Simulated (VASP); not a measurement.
Given:

```
Co
1.0
    1.26797    -2.17928     0.00000
    1.26797     2.17928     0.00000
    0.00000     0.00000     3.99937
Co
2
Cartesian
  1.26797   0.72643   0.99984
  1.33746  -0.72643   2.99952
```
Starting moments (μB, in the order of the record's atoms Co Co): 1.8 1.8.

Calculation: PBE GGA, VASP's PBE PAW potentials (set 64) (plane waves; VASP). Numerical set-up: 400 eV cut-off, 15×15×8 Γ-centred mesh, Fermi-Dirac smearing of 0.050 eV, potentials Co.

Problem. Estimate the cell moment, energy per atom (σ→0), pressure, largest force, band gap (on the k-mesh) with the smallest direct gap where there is one.

Solution. 
The band gap (on the k-mesh) comes out as none (metal, semimetal or under 0.01 eV) and the cell moment comes out as 3.25 μB. The energy per atom (σ→0) comes out as -7.029 eV/atom. The pressure is -4.36 GPa and the largest force is 0.164 eV/Å.

Problem. Give the moment on each site (PAW-sphere projection).

Solution. 
```
site  moment (μB)
----  -----------
Co1          1.65
Co2          1.65
```

The absolute energy has meaning only against runs of the same code, potentials and settings.

The compound is Co in the hcp structure. The cell was not relaxed at this level, atoms are displaced from their ideal sites. The run is one of a series of settings (ISMEAR = -1, SIGMA = 0.05 against the base run), some of them coarse on purpose.
